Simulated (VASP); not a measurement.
Given:

```
CELL_PARAMETERS angstrom
      0.00000     2.20830     2.20830
      2.20830     0.00000     2.20830
      2.20830     2.20830     0.00000
ATOMIC_POSITIONS crystal
  Ti 0.00000 0.00000 0.00000
  C  0.50000 0.50000 0.50000
```

Method: PBE GGA, VASP's PBE PAW potentials (set 64) (plane waves; VASP). Numerical set-up: LASPH = .FALSE., 520 eV cut-off, 13×13×13 Γ-centred mesh, first-order Methfessel-Paxton smearing of 0.10 eV, potentials Ti_sv C.

Task: Give the stress tensor in GPa (positive for a compressed cell).

Result: 
```
-12.60    0.00    0.00
  0.00  -12.60    0.00
  0.00    0.00  -12.60
```
The pressure is its mean diagonal, -12.60 GPa.

The compound is TiC in the rock salt structure. The cell was not relaxed at this level. The run is one of a series of settings (LASPH = .FALSE. against the base run), some of them coarse on purpose.
